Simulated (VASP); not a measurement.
VASP input:

### KPOINTS
```
Automatic mesh
0
Gamma
12 12 12
0 0 0
```

File POSCAR:
```
Rh
1
    0.0000000000     1.9380000000     1.9380000000
    1.9380000000     0.0000000000     1.9380000000
    1.9380000000     1.9380000000     0.0000000000
Rh
1
Direct
  0.0000000000   0.0000000000   0.0000000000
```

### INCAR
```
SYSTEM = Rh
PREC = Accurate
ENCUT = 400
EDIFF = 1E-6
NELM = 100
ALGO = Normal
LREAL = .FALSE.
LASPH = .TRUE.
ISMEAR = -1
SIGMA = 0.8
GGA = PE
LMAXMIX = 4
LWAVE = .FALSE.
LCHARG = .FALSE.
ISIF = 2
```

POTCAR, in this order: Rh_pv (PBE.64 set). Program: vasp_std.

What VASP printed:

standard output:
```
 POSCAR found type information on POSCAR Rh
 POSCAR found :  1 types and       1 ions
 Reading from existing POTCAR
 Reading from existing POTCAR
 LDA part: xc-table for (Slater+PW92), standard interpolation
 POSCAR, INCAR and KPOINTS ok, starting setup
 WAVECAR not read
 entering main loop
       N       E                     dE             d eps       ncg     rms          rms(c)
DAV:   1     0.950374450390E+02    0.95037E+02   -0.84734E+03  1600   0.121E+03
DAV:   2    -0.775466821215E+01   -0.10279E+03   -0.98094E+02  1656   0.341E+02
DAV:   3    -0.901889579629E+01   -0.12642E+01   -0.12585E+01  1845   0.429E+01
DAV:   4    -0.902675819504E+01   -0.78624E-02   -0.78617E-02  1724   0.356E+00
DAV:   5    -0.902688378863E+01   -0.12559E-03   -0.12559E-03  1834   0.410E-01    0.983E+00
DAV:   6    -0.862274860933E+01    0.40414E+00   -0.99194E-01  1638   0.145E+01    0.416E+00
DAV:   7    -0.861018445472E+01    0.12564E-01   -0.13755E-02  1746   0.136E+00    0.211E+00
DAV:   8    -0.860707824146E+01    0.31062E-02   -0.26006E-03  1650   0.806E-01    0.149E-01
DAV:   9    -0.860702950318E+01    0.48738E-04   -0.45946E-05  1839   0.105E-01    0.114E-02
DAV:  10    -0.860703078256E+01   -0.12794E-05   -0.28540E-06  1713   0.241E-02    0.137E-03
DAV:  11    -0.860703079602E+01   -0.13458E-07   -0.63583E-08   915   0.337E-03
   1 F= -.86070308E+01 E0= -.74031659E+01  d E =-.240773E+01
```

File OUTCAR:
```
------------------------ aborting loop because EDIFF is reached ----------------------------------------
  FORCE on cell =-STRESS in cart. coord.  units (eV):
  Direction    XX          YY          ZZ          XY          YZ          ZX
  --------------------------------------------------------------------------------------
  Total        0.7928146      0.7928146      0.7928146      0.0000000     -0.0000000      0.0000000
  in kB       87.2551184     87.2551184     87.2551184      0.0000000     -0.0000000      0.0000000
  external PRESSURE =      87.2551184 kB  Pullay stress =       0.0000000 kB
  volume of cell :       14.56
      direct lattice vectors                 reciprocal lattice vectors
     0.000000000  1.938000000  1.938000000    -0.257997936  0.257997936  0.257997936
     1.938000000  0.000000000  1.938000000     0.257997936 -0.257997936  0.257997936
     1.938000000  1.938000000  0.000000000     0.257997936  0.257997936 -0.257997936
 POSITION                                       TOTAL-FORCE (eV/Angst)
 -----------------------------------------------------------------------------------
      0.00000      0.00000      0.00000        -0.000000      0.000000      0.000000
 -----------------------------------------------------------------------------------
    total drift:                                0.000000     -0.000000      0.000000
  FREE ENERGIE OF THE ION-ELECTRON SYSTEM (eV)
  ---------------------------------------------------
  free  energy   TOTEN  =        -8.6070307960 eV

  energy  without entropy=       -6.1993009335  energy(sigma->0) =       -7.40316586
```
(Selected blocks of OUTCAR.)

Q: The run ends quietly. Is anything wrong with it?

A: The cause: SIGMA is far too large. The run ends without an error. Against the sound run, the energy per atom (σ→0) drops by 0.158 eV/atom; the pressure rises by 18.56 GPa. To mend it, set ISMEAR = 1, set SIGMA = 0.1.

The mended run (PBE GGA, plane waves, VASP's PBE PAW potentials (set 64)) converges, and its OSZICAR ends with
```
   1 F= -.72452808E+01 E0= -.72455113E+01  d E =0.691647E-03
```

The compound is Rh in the fcc structure. The cell was not relaxed at this level.
